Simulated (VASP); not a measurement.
Here is a VASP 6.6.1 calculation.

File INCAR:

```
ALGO = Fast ; EDIFF = 1E-6
ENCUT = 520 ; GGA = PE
ISIF = 2 ; ISMEAR = -1
LASPH = True ; LCHARG = False
LREAL = False ; LWAVE = False
NBANDS = 48 ; NELM = 100
PREC = Accurate ; SIGMA = 0.1
```

KPOINTS

```
k-points
0
Gamma
  4 4 4
```

Contents of POSCAR:

```
Ga4CN4
1.0
    0.0000000000      4.5070000000      4.5070000000
    4.5070000000      0.0000000000      4.5070000000
    2.2535000000      2.2535000000      0.0000000000
Ga N C
4 4 1
Direct
    0.0000000000      0.0000000000      0.0000000000
    0.0000000000      0.5000000000      0.0000000000
    0.5000000000      0.0000000000      0.0000000000
    0.5000000000      0.5000000000      0.0000000000
    0.3750000000      0.3750000000      0.7500000000
    0.3750000000      0.8750000000      0.7500000000
    0.8750000000      0.3750000000      0.7500000000
    0.8750000000      0.8750000000      0.7500000000
    0.1856889283     -0.0022032394      0.2796827158
```

Potentials or basis: VASP PAW PBE potentials, release 64 (Ga_d, N, C).

The run is started by

```bash
$ cat potpaw_PBE.64/Ga_d/POTCAR potpaw_PBE.64/N/POTCAR potpaw_PBE.64/C/POTCAR > POTCAR
$ mpirun -np 1 vasp_std > vasp.out
```

Question: Estimate the band gap on the k mesh.

Answer: None (metal or under the smearing width).

Question: Predict the pressure.

Answer: 35.8 GPa.

Stress tensor (GPa, compression positive):
```
24.35  4.84 -6.85
 4.84 37.48 12.14
-6.85 12.14 45.67
```

Caveat: the k mesh is coarse (spacing up to 0.60 Å⁻¹), so the values aren't converged; a pressure of tens of GPa on the cell as given is suspect, and the run, the potentials or the cell itself is likely at fault.
